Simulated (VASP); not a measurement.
An input for Quantum ESPRESSO's pw.x (written as the equivalent of a VASP run, and not itself run):

```
&CONTROL
  calculation = 'scf'
  pseudo_dir = './pseudo'
  outdir = './out'
  tprnfor = .true.
  tstress = .true.
/
&SYSTEM
  ibrav = 0
  nat = 6
  ntyp = 2
  ecutwfc = 84
  occupations = 'tetrahedra'
  input_dft = 'pbe'
  vdw_corr = 'grimme-d3'
  dftd3_version = 4
  dftd3_threebody = .false.
/
&ELECTRONS
  conv_thr = 7.3e-09
  electron_maxstep = 100
/
ATOMIC_SPECIES
  Ti 47.867 Ti.upf
  O 15.999 O.upf
CELL_PARAMETERS angstrom
     4.6086986    0.0000000    0.0000000
     0.0000000    4.6086986    0.0000000
     0.0000000    0.0000000    2.9605875
ATOMIC_POSITIONS crystal
  Ti   0.0000000  0.0000000  0.0000000
  Ti   0.5000000  0.5000000  0.5000000
  O    0.3043164  0.3043164  0.0000000
  O    0.8043164  0.1956836  0.5000000
  O    0.1956836  0.8043164  0.5000000
  O    0.6956836  0.6956836  0.0000000
K_POINTS automatic
  6 6 8 0 0 0
```

Q: Translate this input to VASP (INCAR, KPOINTS, POSCAR, choice of POTCAR).

A: One answer among several that fit: 
**POSCAR**
```
TiO2
1
    4.6086985845     0.0000000000     0.0000000000
    0.0000000000     4.6086985845     0.0000000000
    0.0000000000     0.0000000000     2.9605875229
Ti O
2 4
Direct
  0.0000000000   0.0000000000   0.0000000000
  0.5000000000   0.5000000000   0.5000000000
  0.3043164273   0.3043164273   0.0000000000
  0.8043164273   0.1956835727   0.5000000000
  0.1956835727   0.8043164273   0.5000000000
  0.6956835727   0.6956835727   0.0000000000
```

KPOINTS:
```
K-points
0
gamma
6 6 8
```

INCAR:
```
ENCUT = 520
LORBIT = 11   ! lm-projected
PREC = Accurate
GGA = PE   ! PBE
LASPH = T   ! aspherical one-centre terms
NELM = 100   ! most electronic steps
LMAXMIX = 4   ! l cut-off of mixed one-centre charges
EDIFF = 1E-7   ! SCF stop (eV)
IVDW = 12   ! D3, Becke-Johnson
SYSTEM = TiO2
LWAVE = F
LCHARG = T
NEDOS = 601
LREAL = F   ! projection in real space or not
ALGO = Normal   ! blocked Davidson
LEFG = T
ISMEAR = -5   ! tetrahedra, Bloechl
ISIF = 2   ! forces and stress, cell fixed
```

POTCAR, in this order: Ti_sv O (PBE.64 set). Program: vasp_std.

What does not carry over: the potentials are each code's own (VASP's PAW set, PseudoDojo norm-conserving files in pw.x), so ENCUT and ecutwfc are chosen apart and not converted; conv_thr bounds pw.x's estimated SCF error, while EDIFF bounds the energy change between steps; the field gradients of LEFG aren't asked of the other code.

The compound is TiO2 in the rutile structure. It was relaxed first.
